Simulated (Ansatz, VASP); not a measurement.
## Cross-check of AlSi6P between VASP and Ansatz

Wanted: the spread between two codes on one cell, functional and k mesh. The cell is generated by rule, not measured, and may not be a known phase. The cell is taken from a series of runs on this material, whose earlier steps may have relaxed, scaled, displaced or heated it; both programs get it as it stands.

Method: plane waves, with VASP 6.6.1 beside it; zone-centre phonons at PBE, in Ansatz 0.2.0.

The structure was built from a prototype and need not be the compound's stable phase.

### 1. The structure

It takes space group Pmm2 (No. 25, orthorhombic). Conventional cell: a = 3.879 Å, b = 3.884 Å, c = 10.985 Å, α = 90.00°, β = 90.00°, γ = 90.00°. Al has 2 P at 2.42 Å and 2 Si at 2.42 Å nearest. Nearest to P lie 2 Si at 2.35 Å and 2 Al at 2.42 Å. Nearest to Si lie 2 P at 2.35 Å and 2 Si at 2.36 Å. Si has 4 Si at 2.36 to 2.37 Å nearest. Si has 4 Si at 2.37 Å nearest. Nearest to Si lie 4 Si at 2.37 to 2.38 Å. Farther neighbours are not listed.

### 2. Ansatz: zone-centre phonons, PBE

Ansatz runs on its default PAW (the set named soft_2) files.

Second derivatives magnify differences that forces hide, and they need a tight electronic threshold.

Input file input.yaml:

```yaml
crystal:
  lattice:
    - [2.7428491497, 2.7428491497, 0.0]
    - [-2.7466273808, 2.7466273808, 0.0]
    - [0.0, 0.0, 10.9851828435]
  atoms:
    - { symbol: Al, position: [0.0, 0.0, 0.0011494146] }
    - { symbol: P, position: [0.5, 1.0, 0.1326387848] }
    - { symbol: Si, position: [0.5, 0.5, 0.2523255618] }
    - { symbol: Si, position: [0.0, 0.5, 0.3750526027] }
    - { symbol: Si, position: [0.0, 0.0, 0.4988430252] }
    - { symbol: Si, position: [0.5, 1.0, 0.6228574132] }
    - { symbol: Si, position: [0.5, 0.5, 0.7473523827] }
    - { symbol: Si, position: [0.0, 0.5, 0.8697808149] }
kpoints:
  mp_grid: { grid: [8, 8, 4] }
hamiltonian:
  xc: pbe
scf:
  occupations: { method: methfessel_paxton, width: 0.15 }
output:
  eigenvalues: true
phonons:
  method: dfpt
```

The run is started by

```bash
$ ansatz run input.yaml --threads 8 --pin off --max-ram 14336MiB --backend cpu --events-out ev --progress --plain --runs-dir out
```

Numbers of over 12 decimals in the logs are rounded to 6 here.

What it wrote:

```text
zone centre: on kpoints.mp_grid the ground state, and the responses unless they are solved on pairs of k-points, stand on 102 of the mesh's 256 k-points, reduced under 2 symmetry operations, with k and −k counted as one. Each operation leaves every solved displacement unchanged or reverses it
Engine: ansatz 0.2.0, x86_64-unknown-linux-gnu
Pseudopotentials: kind: paw
Pseudopotential: Al, paw, valence charge 3, recommended cutoff 420 eV (normal), Al.paw.azcp
Pseudopotential: P, paw, valence charge 5, recommended cutoff 420 eV (normal), P.paw.azcp
Pseudopotential: Si, paw, valence charge 4, recommended cutoff 420 eV (normal), Si.paw.azcp
Functional definition: PBE
  parameter kappa = 0.804
  parameter beta = 0.066725
  exchange = pbe_x(kappa = kappa, mu = beta*pi^2/3)
  correlation = pbe_c(beta = beta)
Crystal: 8 atoms, lattice volume = 165.516 Å³
Basis set: ecut = 420 eV, 3297 PW (Γ), exchange–correlation on 54×54×150 points (8 copies of the dense FFT grid, shifted against one another)
Bands: 24, of which v1, the nominal top of the filled ones, is band 16 counted from 1 (15 counted from 0)
Symmetry: 4 space group operations
k-points: 102 of 256 (irreducible under 2 space group operations, time reversal used)
Non-local potential: Al, projectors of the file, l = 0: 2, l = 1: 2, l = 2: 1
Non-local potential: P, projectors of the file, l = 0: 2, l = 1: 2, l = 2: 2
Non-local potential: Si, projectors of the file, l = 0: 2, l = 1: 2, l = 2: 2
PAW form: soft (Blöchl's): semilocal exchange-correlation on the pseudo side does not see the compensation charge
PAW one-centre angular grid: Al, 110 points (default); XC on 64 Gauss nodes
PAW one-centre angular grid: P, 110 points (default); XC on 64 Gauss nodes
PAW one-centre angular grid: Si, 110 points (default); XC on 64 Gauss nodes
Initial density: superposition of atomic densities (neutral atoms: chi_scale 0, normalization atom), corrected by the library's trained network
Initial wavefunctions: pseudopotential atomic-orbital guess
Functional: x = pbe(κ = 0.804, μ = 0.219515), c = pbe(β = 0.066725)
SCF iter   1: F=—  HF=-5108.394995 eV  |F-HF|=—  |Δ(HF+E_count)|=         —  Δρ=2.50e-3  dr2=7.72e-2  ethr=1.77e-3  ⟨swp⟩=8.4  Hψ=15858  notcnv=0
preconditioner: auto → Kerker (q_TF=auto, 2.075 Å⁻¹)  [metal: Δε(μ)=0.027 eV  Ē_g=7.848 eV  σ=0.150 eV  W_gap=0.15  n_scr=26 (ndim 8)  ℏωp=16.3 eV  f_vac=0.000  D(μ)=1.09/eV (n_scr^D=2)]
SCF iter   2: F=—  HF=-5108.388634 eV  |F-HF|=—  |Δ(HF+E_count)|=   6.36e-3  S|Δr|=    0.00e0  Δρ=1.21e-3  dr2=2.07e-2  ethr=2.41e-4  ⟨swp⟩=1.7  Hψ=3610  notcnv=0  defer=2
SCF iter   3: F=—  HF=-5108.386616 eV  |F-HF|=—  |Δ(HF+E_count)|=   2.02e-3  S|Δr|=    0.00e0  Δρ=4.20e-4  dr2=2.56e-3  ethr=6.47e-5  ⟨swp⟩=1.8  Hψ=2574  notcnv=0  defer=2
SCF iter   4: F=—  HF=-5108.386392 eV  |F-HF|=—  |Δ(HF+E_count)|=   2.24e-4  S|Δr|=    0.00e0  Δρ=1.51e-4  dr2=2.97e-4  ethr=8.01e-6  ⟨swp⟩=2.1  Hψ=2865  notcnv=0  defer=2
SCF iter   5: F=—  HF=-5108.386380 eV  |F-HF|=—  |Δ(HF+E_count)|=   1.19e-5  S|Δr|=    0.00e0  Δρ=6.25e-5  dr2=2.36e-5  ethr=9.29e-7  ⟨swp⟩=2.4  Hψ=3191  notcnv=0  defer=2
SCF iter   6: F=—  HF=-5108.386381 eV  |F-HF|=—  |Δ(HF+E_count)|=   6.45e-7  S|Δr|=    0.00e0  Δρ=1.70e-5  dr2=1.55e-6  ethr=7.38e-8  ⟨swp⟩=2.6  Hψ=3834  notcnv=0  defer=2
SCF iter   7: F=—  HF=-5108.386381 eV  |F-HF|=—  |Δ(HF+E_count)|=   2.19e-7  S|Δr|=    0.00e0  Δρ=5.15e-6  dr2=1.14e-7  ethr=4.83e-9  ⟨swp⟩=2.4  Hψ=3739  notcnv=0  defer=3
SCF iter   8: F=—  HF=-5108.386381 eV  |F-HF|=—  |Δ(HF+E_count)|=   5.84e-8  S|Δr|=    0.00e0  Δρ=1.41e-6  dr2=1.24e-8  ethr=3.55e-10  ⟨swp⟩=2.2  Hψ=3732  notcnv=0  defer=3
SCF iter   9: F=—  HF=-5108.386381 eV  |F-HF|=—  |Δ(HF+E_count)|=   2.29e-9  S|Δr|=    0.00e0  Δρ=3.62e-7  dr2=1.69e-9  ethr=3.88e-11  ⟨swp⟩=2.5  Hψ=3680  notcnv=0  defer=3
SCF iter  10: F=—  HF=-5108.386381 eV  |F-HF|=—  |Δ(HF+E_count)|=  4.27e-11  S|Δr|=    0.00e0  Δρ=1.26e-7  dr2=1.51e-10  ethr=5.28e-12  ⟨swp⟩=2.5  Hψ=3633  notcnv=0  defer=3
SCF iter  11: F=-5108.386381 eV  HF=-5108.386381 eV  |F-HF|=1.82e-12  |Δ(HF+E_count)|=  1.00e-10  S|Δr|=    0.00e0  Δρ=3.78e-8  dr2=7.53e-12  ethr=1.00e-12  ⟨swp⟩=12.4  Hψ=16284  notcnv=0
SCF 1 converged in 11 iterations: F = -5108.386381 eV  dr2 = 7.53e-12
  greatest PAW one-centre occupation: 0.783 electrons in one spin orbital (limit 2), on the P atom at site 1 (counted from 0), in its partial waves of l = 0
DFPT response loops at Γ: preconditioner auto → Kerker (q_TF=auto, 2.075 Å⁻¹) (partly filled bands, converged f_vac=0.000); β = 1.00, the filter's whole step (`scf.mixing.beta` (0.50) is not read by the response loops under this deck's `scf.mixing.preconditioner`; to damp them name `kerker` or `kerker_dos`, under which they read `scf.mixing.beta`, and type it under 1.00, their step now; both keys bind the ground state too); Broyden in place of MSR1
SCF converged after 11 iterations
Stability not checked: this state was not tested for a lower state beside it, because cold or Methfessel-Paxton smearing, or corrected tetrahedra, fill the levels in a way that the test cannot read (fill_not_monotonic; see scf.lower_state_search)
Free energy (F): -5108.386381 eV
Harris-Foulkes:  -5108.386381 eV  (|F-HF|=1.82e-12)
Internal energy: -5108.383481 eV  (E = F + TS)
E sigma→0 (E₀):  -5108.385656 eV
Entropy (-TS):   -0.002900 eV (-0.363 meV/atom)
Fermi energy:    6.341396 eV
Step filling:    the computed levels leave a gap of 0.0016 eV = 0.0 smearing widths at the electron count; against every level under it full and every level over it empty, smearing changes F+E_penalty+E_count by -1.895 meV and its σ→0 estimate by -1.170 meV
--- Per-component energies (eV) ---
  E_band       = 25.102874
  E_kinetic    = 332.437999
  E_local      = -263.441156  (includes V_loc(G=0)·N_el)
  E_nonlocal   = 199.701690
  E_hartree    = 75.340706
  E_xc         = -430.937028
  E_vxc        = -368.244279  (∫ρ·V_xc dr)
  E_paw        = -4113.362771  (= ΣΔE_a)
  E_vpaw       = -26.032834  (= ΣTr[D̂ρ^β])
  E_aug_tail   = 0.000038  (compensation charges beyond the density's cutoff)
  E_ewald      = -908.122960
  E_smearing   = -0.002900  (= −TS)
  E_closure    = 0.000000  (closes the sum)
  Σ components = -5108.386381   (vs F -5108.386381, Δ=0.00e0)
--- Band table (eV; the first three rows and the last of 102) ---
  k-point 0: bands = [... 12 lower, 4.4525, 5.6524, 5.6712, 6.0627, 6.4362, 6.5599, 6.9635, 7.2681, ... 4 higher]
  k-point 1: bands = [... 12 lower, 4.5599, 5.2037, 5.4908, 6.1464, 6.2530, 6.5365, 7.0353, 7.4012, ... 4 higher]
  k-point 2: bands = [... 12 lower, 4.6733, 4.7802, 5.2274, 6.0794, 6.1890, 6.4847, 7.1776, 7.5518, ... 4 higher]
  k-point 101: bands = [... 12 lower, 2.5972, 2.7613, 3.0917, 3.3508, 7.4751, 7.5258, 7.7366, 7.7546, ... 4 higher]
--- Phonons (Γ-DFPT): 16 representative perturbations + reference, on 102 of 256 k-points (Σ response iterations 48) ---
  k mesh reduced under 2 symmetry operations, with k and −k counted as one. Each operation leaves every solved displacement unchanged or reverses it
  ASR residual: 6.229e-5 → 0.000e0 eV/Å²; symmetrization residual: 1.176e-6 eV/Å²
  ASR residual per site (eV/Å²): 6.23e-5 2.15e-5 1.52e-5 3.47e-6 5.51e-6 1.53e-5 2.90e-5 1.64e-5
  Γ frequencies (cm⁻¹): 0.00 0.00 0.00 94.88 111.03 118.08 122.69 137.92 144.43 207.33 220.03 355.01 377.32 379.90 381.19 435.17 446.35 447.77 451.62 461.03 462.99 477.85 488.53 498.12
  non-analytic LO–TO correction: not included (Born effective charges unavailable; polar crystals: no LO–TO splitting at Γ)
```

Reading the cycles: dr2 is the Hartree energy of the density residual (eV), the measure of convergence; HF is the Harris–Foulkes estimate of the energy, which meets the free energy F at convergence.

(Part 1 of 3 ends here.)

[Lines on the potential files, build, host, timing and source positions are cut from VASP's logs without a mark.]

[Logs are printed without paths, hosts, clocks, repeated set-up lines and the standing remarks that a program may print on its own settings, such as how far it seeks lower states.]

[Hosts, paths, dates, database ids (printed as entryN), source tags and the programs' standing remarks are cut or masked in the printed files.]
